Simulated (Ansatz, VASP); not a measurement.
AlSiB in VASP and in Ansatz

```
Al Si B
1.0
     2.98955    0.00000    0.00000
     0.00000    2.98955    0.00000
     0.00000    0.00000    5.08751
Al Si B
1 1 1
Direct
  0.00000 0.00000 0.00000
  0.00000 0.00000 0.50000
  0.50000 0.50000 0.50000
```

Alike in both runs: functional PBE; k mesh 6 × 6 × 4; occupations gaussian, width 0.1 eV; no spin polarisation.

Ansatz relaxed the structure, and its values are those at the end. VASP's run is a single point on that final structure, the one shown.

|  | VASP | Ansatz |
| --- | --- | --- |
| version | VASP 6.6.1 | Ansatz 0.2.0 |
| potentials or method | VASP PAW PBE potentials, release 64 (Al, Si, B) | scalar-relativistic, plane waves, PAW |
| plane-wave cutoff (eV) | 520 | 420 |
| valence electrons in the cell | 10 | 10 |

|  | VASP | Ansatz | Ansatz less VASP |
| --- | --- | --- | --- |
| gap on the k mesh at the Fermi level (eV) | none | none | - |
| pressure (GPa) | 0.0 | 0.0 | +0.05 |

A gap of «none» marks a metal or a gap that the smearing closes.
